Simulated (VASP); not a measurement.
All values below come from PBEsol GGA, VASP's PBE PAW potentials (set 64) (plane waves; VASP).

The input files of a VASP run:

**POSCAR**
```
Sn
1
   -2.8976848754     2.8976848754     1.5707605661
    2.8976848754    -2.8976848754     1.5707605661
    2.8976848754     2.8976848754    -1.5707605661
Sn
2
Direct
  0.2500000000   0.7500000000   0.5000000000
  0.0000000000   1.0000000000   0.0000000000
```

### KPOINTS
```
Automatic mesh
0
Gamma
12 12 12
0 0 0
```

### INCAR
```
! general
SYSTEM   =  Sn
PREC     =  Accurate
ENCUT    =  480
LREAL    =  F
LASPH    =  T

! electronic loop
EDIFF    =  1E-7
NELM     =  100
ALGO     =  Normal
LMAXMIX  =  4

! smearing
ISMEAR   =  1
SIGMA    =  0.1

! functional
GGA      =  PS

! ions
IBRION   =  2
NSW      =  40
ISIF     =  3
EDIFFG   =  -0.01
PSTRESS  =  10

! output
LWAVE    =  F
LCHARG   =  F
```

POTCAR, in this order: Sn_d (PBE.64 set). Program: vasp_std.

What VASP printed:

OSZICAR:
```
       N       E                     dE             d eps       ncg     rms          rms(c)
DAV:   1     0.195652982945E+03    0.19565E+03   -0.14412E+04  5880   0.234E+03
DAV:   2     0.843123906768E+01   -0.18722E+03   -0.18513E+03  5874   0.436E+02
DAV:   3    -0.807203389135E+01   -0.16503E+02   -0.16371E+02  6762   0.135E+02
DAV:   4    -0.854754285555E+01   -0.47551E+00   -0.47424E+00  6776   0.252E+01
DAV:   5    -0.856561445053E+01   -0.18072E-01   -0.18071E-01  7928   0.442E+00    0.255E+00
DAV:   6    -0.853025633730E+01    0.35358E-01   -0.54937E-02  7678   0.382E+00    0.138E+00
DAV:   7    -0.851916244205E+01    0.11094E-01   -0.29313E-02  7668   0.271E+00    0.194E-01
DAV:   8    -0.851854872020E+01    0.61372E-03   -0.23203E-03  7142   0.759E-01    0.293E-02
DAV:   9    -0.851855526334E+01   -0.65431E-05   -0.61824E-05  7430   0.837E-02    0.140E-02
DAV:  10    -0.851855428244E+01    0.98090E-06   -0.45083E-06  7536   0.285E-02    0.204E-03
DAV:  11    -0.851855438046E+01   -0.98013E-07   -0.28764E-07  5286   0.787E-03
   1 F= -.81892771E+01 E0= -.81891217E+01  d E =-.818928E+01
```

**OUTCAR**
```
------------------------ aborting loop because EDIFF is reached ----------------------------------------
  FORCE on cell =-STRESS in cart. coord.  units (eV):
  Direction    XX          YY          ZZ          XY          YZ          ZX
  --------------------------------------------------------------------------------------
  Total        0.3286558      0.3286558      0.3162590      0.0000000      0.0000000      0.0000000
  in kB        9.9811272      9.9811272      9.6046415      0.0000000      0.0000000      0.0000000
  external PRESSURE =      -0.1443680 kB  Pullay stress =      10.0000000 kB
  volume of cell :       52.76
      direct lattice vectors                 reciprocal lattice vectors
    -2.897684875  2.897684875  1.570760566     0.000000000  0.172551544  0.318317133
     2.897684875 -2.897684875  1.570760566     0.172551544  0.000000000  0.318317133
     2.897684875  2.897684875 -1.570760566     0.172551544  0.172551544  0.000000000
 POSITION                                       TOTAL-FORCE (eV/Angst)
 -----------------------------------------------------------------------------------
      2.89768     -0.00000      0.78538         0.000000     -0.000000     -0.000000
      0.00000      0.00000      0.00000        -0.000000      0.000000      0.000000
 -----------------------------------------------------------------------------------
    total drift:                                0.000000     -0.000000     -0.000000
  FREE ENERGIE OF THE ION-ELECTRON SYSTEM (eV)
  ---------------------------------------------------
  free  energy   TOTEN  =        -8.5185543805 eV

  energy  without entropy=       -8.5180879350  energy(sigma->0) =       -8.51839890
  enthalpy is  TOTEN    =        -8.1892771451 eV   P V=        0.3292772353

 reached required accuracy - stopping structural energy minimisation
```
(Selected blocks of OUTCAR.)

The compound is Sn in the beta structure. It was relaxed first under an external pressure of 1 GPa.
